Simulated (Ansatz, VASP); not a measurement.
# GaHNF (F-GaN-H chair, 1 layer): VASP beside Ansatz

Wanted: the spread between two codes on one cell, functional and k mesh. The structure shown is the start of the Ansatz relaxation below; VASP solves that cell, so the two are compared at the walk's first step.

Method: plane waves, with VASP 6.6.1 beside it; single point at PBE, in Ansatz 0.2.0.

**1. The starting structure**

The cell holds 4 atoms: 1 H, 1 N, 1 Ga and 1 F. Cell: a = 3.184 Å, b = 3.185 Å, c = 18.453 Å, α = 90.0°, β = 90.0°, γ = 120.0°. Vacuum lies along c.

**2. Ansatz: relaxation, PBE**

Ansatz runs on its default PAW (the set named soft_2) files.

The two programs are compared at the cell with which this relaxation starts, whose forces are those of its first step.

Contents of input.yaml:

```yaml
crystal:
  lattice:
    - [3.1845, 0.0, 0.0]
    - [-1.59225, 2.7578578984, 0.0]
    - [0.0, 0.0, 18.4533333333]
  atoms:
    - { symbol: H, position: [0.6666666667, 0.3333333333, 0.4064306358] }
    - { symbol: "N", position: [0.6666666667, 0.3333333333, 0.4617052023] }
    - { symbol: Ga, position: [0.3333333333, 0.6666666667, 0.4965679191] }
    - { symbol: F, position: [0.3333333333, 0.6666666667, 0.5935693642] }
kpoints:
  mp_grid: { grid: [12, 12, 1] }
hamiltonian:
  xc: pbe
scf:
  occupations: { method: fermi_dirac, width: 0.05 }
  convergence: { dr2_threshold: 1.0e-08 }
efield:
  axis: 3
  dipole_correction: true
  ramp_position: 0.97
  ramp_width: 0.04
relax:
  f_tol: 0.01
  cell: { fix: [c, alpha, beta] }
output:
  write_potential: true
  write_density: true
  volumetric_format: npy
```

Command:

```sh
ansatz run input.yaml --threads 2 --pin off --max-ram 4096MiB --backend cpu --events-out ev --progress --plain --runs-dir out
```

Numbers of over 12 decimals in the logs are rounded to 6 here.

The log of the run:

```text
Warning: relax.cell: scf.convergence.dr2_threshold = 1e-8 eV is looser than the 4e-10 eV advised for a relaxation that steers and ends on the stress (1e-10 eV for each atom of the cell: 4). What an SCF threshold leaves in a stress goes as its square root, and in the free energy as the threshold itself, and one threshold admits the most on a small cell: [figures from the program's tests cut] Set scf.convergence.dr2_threshold to 4e-10 eV or tighter. The threshold is an SCF's pass mark: one that does not reach it within its budget of iterations ends unconverged, or closes short of it on a stop that the run arms, and scf.convergence.dr2_threshold's page says what that costs each kind of run
Engine: ansatz 0.2.0, aarch64-unknown-linux-gnu
Pseudopotentials: kind: paw
Pseudopotential: H, paw, valence charge 1, recommended cutoff 420 eV (normal), H.paw.azcp
Pseudopotential: N, paw, valence charge 5, recommended cutoff 420 eV (normal), N.paw.azcp
Pseudopotential: Ga, paw, valence charge 13, recommended cutoff 420 eV (normal), Ga.paw.azcp
Pseudopotential: F, paw, valence charge 7, recommended cutoff 420 eV (normal), F.paw.azcp
Functional definition: PBE
  parameter kappa = 0.804
  parameter beta = 0.066725
  exchange = pbe_x(kappa = kappa, mu = beta*pi^2/3)
  correlation = pbe_c(beta = beta)
Crystal: 4 atoms, lattice volume = 162.065 Å³
Basis set: ecut = 420 eV, 3229 PW (Γ), exchange–correlation on 48×48×250 points (8 copies of the dense FFT grid, shifted against one another)
Bands: 17, of which v1, the nominal top of the filled ones, is band 13 counted from 1 (12 counted from 0)
Symmetry: 6 space group operations
Space group: P3m1 (ITA 156), of the structure as read, at distance tolerance 5.5e-5 Å
k-points: 19 of 144 (time reversal used)
Non-local potential: H, projectors of the file, l = 0: 2, l = 1: 1
Non-local potential: N, projectors of the file, l = 0: 2, l = 1: 2, l = 2: 1
Non-local potential: Ga, projectors of the file, l = 0: 2, l = 1: 2, l = 2: 3, l = 3: 1
Non-local potential: F, projectors of the file, l = 0: 2, l = 1: 2, l = 2: 1
PAW form: soft (Blöchl's): semilocal exchange-correlation on the pseudo side does not see the compensation charge
PAW one-centre angular grid: H, 110 points (default); XC on 64 Gauss nodes
PAW one-centre angular grid: N, 110 points (default); XC on 64 Gauss nodes
PAW one-centre angular grid: Ga, 590 points (default); XC on 64 Gauss nodes
PAW one-centre angular grid: F, 110 points (default); XC on 64 Gauss nodes
Initial density: superposition of atomic densities (neutral atoms: chi_scale 0, normalization atom), corrected by the library's trained network
Initial wavefunctions: pseudopotential atomic-orbital guess
Functional: x = pbe(κ = 0.804, μ = 0.219515), c = pbe(β = 0.066725)
SCF iter   1: F=—  HF=-4992.316683 eV  |F-HF|=—  |Δ(HF+E_count)|=         —  Δρ=1.64e-3  dr2=6.47e-3  ethr=1.77e-3  p=-0.358 e·Å  D=-3.99e-1 V/Å  ΔV_dip=7.37 eV  dr2_dipole=1.88e-3  V_vac-E_F(+/−)=9.92/2.55 eV  ⟨swp⟩=6.7  Hψ=1993  notcnv=0
efield: sawtooth ramp at fractional position 0.9700 (set: `efield.ramp_position`, or a place that a band, a saddle search or an elastic batch's reference lends), width 0.0400; the density the first Hamiltonian is built on has a dipole p = -0.358 e·Å; the dipole correction subtracts the counter field D = -3.99e-1 V/Å, which shifts the + side's vacuum level by +7.37 eV against the − side's; the planar-averaged density in the ramp window peaks in size at 2.8e-5 e/Å³
preconditioner: auto → none  [insulator: Δε(μ)=1.818 eV  Ē_g=15.134 eV  σ=0.050 eV  W_gap=1.00  n_scr=10 (ndim 8)  ℏωp=14.9 eV  f_vac=0.706  D(μ)=0.00/eV (n_scr^D=0)  ε∞_Penn≈2.0]
SCF iter   2: F=—  HF=-4992.319344 eV  |F-HF|=—  |Δ(HF+E_count)|=   2.66e-3  Δρ=1.34e-3  dr2=4.37e-3  ethr=2.49e-5  p=-0.387 e·Å  D=-4.32e-1 V/Å  ΔV_dip=7.97 eV  dr2_dipole=1.35e-4  V_vac-E_F(+/−)=10.11/2.15 eV  ⟨swp⟩=2.3  Hψ=773  notcnv=0
SCF iter   3: F=—  HF=-4992.319896 eV  |F-HF|=—  |Δ(HF+E_count)|=   5.52e-4  Δρ=1.25e-3  dr2=3.30e-3  ethr=1.68e-5  p=-0.380 e·Å  D=-4.24e-1 V/Å  ΔV_dip=7.82 eV  dr2_dipole=8.03e-4  V_vac-E_F(+/−)=10.03/2.21 eV  ⟨swp⟩=3.0  Hψ=689  notcnv=0
SCF iter   4: F=—  HF=-4992.319214 eV  |F-HF|=—  |Δ(HF+E_count)|=   6.82e-4  Δρ=2.52e-4  dr2=8.86e-5  ethr=1.27e-5  p=-0.392 e·Å  D=-4.37e-1 V/Å  ΔV_dip=8.07 eV  dr2_dipole=8.79e-7  V_vac-E_F(+/−)=10.12/2.05 eV  ⟨swp⟩=2.0  Hψ=463  notcnv=0
SCF iter   5: F=—  HF=-4992.319245 eV  |F-HF|=—  |Δ(HF+E_count)|=   3.06e-5  Δρ=6.97e-5  dr2=7.49e-6  ethr=3.41e-7  p=-0.393 e·Å  D=-4.39e-1 V/Å  ΔV_dip=8.09 eV  dr2_dipole=1.79e-7  V_vac-E_F(+/−)=10.12/2.03 eV  ⟨swp⟩=2.5  Hψ=743  notcnv=0
[...]
iter 1 solved again at ethr=1.09e-7 eV; its pass at ethr=3.10e-3 eV (dr2=2.82e-5 eV) is discarded
SCF iter   1: F=—  HF=-4992.418206 eV  |F-HF|=—  |Δ(HF+E_count)|=         —  Δρ=4.25e-5  dr2=1.83e-7  ethr=1.09e-7  p=-0.369 e·Å  D=-3.92e-1 V/Å  ΔV_dip=7.24 eV  dr2_dipole=7.88e-10  V_vac-E_F(+/−)=9.76/2.53 eV  ⟨swp⟩=4.0  Hψ=3072  notcnv=0
efield: sawtooth ramp at fractional position 0.9700 (set: `efield.ramp_position`, or a place that a band, a saddle search or an elastic batch's reference lends), width 0.0400; the density the first Hamiltonian is built on has a dipole p = -0.369 e·Å; the dipole correction subtracts the counter field D = -3.92e-1 V/Å, which shifts the + side's vacuum level by +7.24 eV against the − side's; the planar-averaged density in the ramp window peaks in size at 6.6e-6 e/Å³
preconditioner: auto → none  [insulator: Δε(μ)=2.332 eV  Ē_g=15.011 eV  σ=0.050 eV  W_gap=1.00  n_scr=10 (ndim 8)  ℏωp=14.5 eV  f_vac=0.710  D(μ)=0.00/eV (n_scr^D=0)  ε∞_Penn≈1.9]
SCF iter   2: F=—  HF=-4992.418461 eV  |F-HF|=—  |Δ(HF+E_count)|=   2.55e-4  Δρ=2.10e-5  dr2=7.59e-8  ethr=7.03e-10  p=-0.369 e·Å  D=-3.92e-1 V/Å  ΔV_dip=7.24 eV  dr2_dipole=2.25e-9  V_vac-E_F(+/−)=9.76/2.53 eV  ⟨swp⟩=3.0  Hψ=662  notcnv=0
SCF iter   3: F=—  HF=-4992.418549 eV  |F-HF|=—  |Δ(HF+E_count)|=   8.84e-5  Δρ=1.02e-5  dr2=3.27e-8  ethr=2.92e-10  p=-0.369 e·Å  D=-3.92e-1 V/Å  ΔV_dip=7.24 eV  dr2_dipole=3.13e-9  V_vac-E_F(+/−)=9.76/2.53 eV  ⟨swp⟩=3.2  Hψ=679  notcnv=0
iter 4 met the thresholds in force, and the SCF goes on: an eigenvalue changes by 16.17 meV, over its tolerance of 3.16 meV (output.eigenvalues, Limitations)
SCF iter   4: F=-4992.418590 eV  HF=-4992.418586 eV  |F-HF|=3.94e-6  |Δ(HF+E_count)|=   3.64e-5  Δρ=2.78e-6  dr2=9.70e-9  ethr=3.85e-11  p=-0.369 e·Å  D=-3.92e-1 V/Å  ΔV_dip=7.24 eV  dr2_dipole=1.19e-9  V_vac-E_F(+/−)=9.77/2.53 eV  ⟨swp⟩=10.8  Hψ=2795  notcnv=0
iter 5 met the thresholds in force, and the SCF goes on: an eigenvalue changes by 4.33 meV, over its tolerance of 3.16 meV (output.eigenvalues, Limitations)
SCF iter   5: F=-4992.418590 eV  HF=-4992.418589 eV  |F-HF|=1.19e-6  |Δ(HF+E_count)|=   2.76e-6  Δρ=7.65e-7  dr2=3.67e-10  ethr=3.73e-11  p=-0.369 e·Å  D=-3.92e-1 V/Å  ΔV_dip=7.24 eV  dr2_dipole=6.11e-12  V_vac-E_F(+/−)=9.77/2.53 eV  ⟨swp⟩=8.9  Hψ=2489  notcnv=0
Mixer restart at iter 5: flushing history
SCF iter   6: F=-4992.418590 eV  HF=-4992.418590 eV  |F-HF|=3.41e-10  |Δ(HF+E_count)|=   1.19e-6  Δρ=4.06e-7  dr2=3.64e-10  ethr=1.41e-12  p=-0.369 e·Å  D=-3.92e-1 V/Å  ΔV_dip=7.24 eV  dr2_dipole=1.35e-11  V_vac-E_F(+/−)=9.77/2.53 eV  ⟨swp⟩=7.9  Hψ=2374  notcnv=0
SCF 7 converged in 6 iterations: F = -4992.418590 eV  dr2 = 3.64e-10
relax step   7: F+E_penalty+E_count = -4992.41858970 eV  Δ(F+E_penalty+E_count) = -8.012e-4 eV  max|allowed force component| = 7.388e-3 eV/Å  Δτ_max = 0.0000 Å  P = +0.015 GPa  Ω = 170.267 Å³  fix = [c, alpha, beta]  reactions: c +0.007 GPa  stress off target by 1.86e-2 GPa on what of the cell is left free  SCF on the basis re-selected at this cell (its energy is not comparable with the rows above)  (6 SCF iters)
basis re-selected at this cell: Δ(F+E_penalty+E_count) = -8.012e-4 eV, ΔP = +0.003 GPa vs the last step (what re-selecting the basis moved, of the pressure what is left beyond the Pulay correction that the steps carried, after the strain that the cell walked since its last selection, with what the two solves' SCF thresholds leave and, on support functions, any second-order correction that the steps lacked; it is no m [...]
WARN: The output density's exchange-correlation potential varies sharply where the density is thin. Do not read a vacuum level from v_tot or v_xc, or from such a field of the output density. On a cell that repeats whose density bears no net charge and no dipole along the vacuum's axis use v_es (v_loc + v_h of the components); under efield.dipole_correction with no amplitude use v_es + v_field, which holds any externa [...]
SCF converged after 6 iterations
an eigenvalue changed by more than its tolerance at an iteration that met the thresholds in force, so the SCF went on 2 times, its first undamped step at iteration 5: the last check found none over its tolerance
Free energy (F): -4992.418590 eV
Harris-Foulkes:  -4992.418590 eV  (|F-HF|=3.41e-10)
Internal energy: -4992.418590 eV  (E = F + TS)
E sigma→0 (E₀):  -4992.418590 eV
Fermi energy:    -3.268674 eV
Dipole field:    D = -0.392164 V/Å  (p = -0.369007 e·Å, saw-weighted, corrected)
Work function:   Φ+ = 9.7658 eV   Φ− = 2.5291 eV
Levels:          The Fermi level and band energies are counted from a zero that moves with the ramp; work functions are not
--- Per-component energies (eV) ---
  E_band       = -340.626614
  E_kinetic    = 464.938383
  E_local      = -16088.698913  (includes V_loc(G=0)·N_el)
  E_nonlocal   = 550.713103
  E_hartree    = 7740.111050
  E_xc         = -215.677988
  E_vxc        = -245.414851  (∫ρ·V_xc dr)
  E_paw        = -2322.946086  (= ΣΔE_a)
  E_vpaw       = -506.831151  (= ΣTr[D̂ρ^β])
  E_aug_tail   = 0.000758  (compensation charges beyond the density's cutoff)
  E_efield     = 0.072356  (sawtooth field / dipole correction)
  E_vefield    = 4.444233  (∫n·V_field dr)
  E_ewald      = 4879.068747
  E_smearing   = -0.000000  (= −TS)
  E_closure    = -0.000000  (closes the sum)
  Σ components = -4992.418590   (vs F -4992.418590, Δ=0.00e0)
--- Forces (eV/Å), atoms counted from 1 ---
  atom   1  H      0.00000000     0.00000000    -0.00736902
  atom   2  N      0.00000000    -0.00000000     0.00450442
  atom   3  Ga     0.00000000     0.00000000     0.00472651
  atom   4  F      0.00000000     0.00000000    -0.00178603
  max |Σ_I F_I| component: 7.59e-5 eV/Å
--- Stress (GPa, compression-positive) ---
        0.018591      -0.000000       0.000000
        0.000000       0.018591       0.000000
       -0.000000       0.000000       0.007068
  P = ⅓ Tr σ = 0.0147 GPa (0.147 kbar)
--- Band table (eV; the first three rows and the last of 19) ---
  k-point 0: bands = [... 9 lower, -5.1616, -5.1616, -4.4983, -4.4983, -2.1692, -0.5863, 0.5111, 2.4685]
  k-point 1: bands = [... 9 lower, -5.4853, -5.2469, -4.6567, -4.5129, -1.8871, -0.3655, 0.6650, 2.5814]
  k-point 2: bands = [... 9 lower, -6.0147, -5.4726, -4.8909, -4.5500, -1.3437, 0.1895, 1.0955, 2.8566]
  k-point 18: bands = [... 9 lower, -8.1294, -6.2137, -5.2219, -5.1608, 3.1433, 3.4181, 3.4457, 3.4559]
--- Relaxed structure (5 steps of the walk, 5 accepted, 2 SCFs on fresh bases) ---
  F+E_penalty+E_count = -4992.41858970 eV   max|allowed force component| = 7.388e-3 eV/Å   (the final SCF, on the basis selected at the relaxed cell)
  cell:  # Å, volume = 170.2665 Å³
    - [3.264088, 5.89071946198356e-18, 0]
    - [-1.632044, 2.826783, 0]
    - [0, 0, 18.4533333333]
  atoms:
    - { symbol: H, position: [0.666667, 0.333333, 0.406332] }
    - { symbol: N, position: [0.666667, 0.333333, 0.461939] }
    - { symbol: Ga, position: [0.333333, 0.666667, 0.498014] }
    - { symbol: F, position: [0.333333, 0.666667, 0.591988] }
```

The column dr2 measures how far the density is from self-consistency, as an energy; F and HF (Harris–Foulkes) agree once it is small.

[end of part 1 of 2]

[Lines on the potential files, build, host, timing and source positions are cut from VASP's logs without a mark.]

[Logs are printed without paths, hosts, clocks, repeated set-up lines and the standing remarks that a program may print on its own settings, such as how far it seeks lower states.]

[Hosts, paths, dates, database ids (printed as entryN), source tags and the programs' standing remarks are cut or masked in the printed files.]
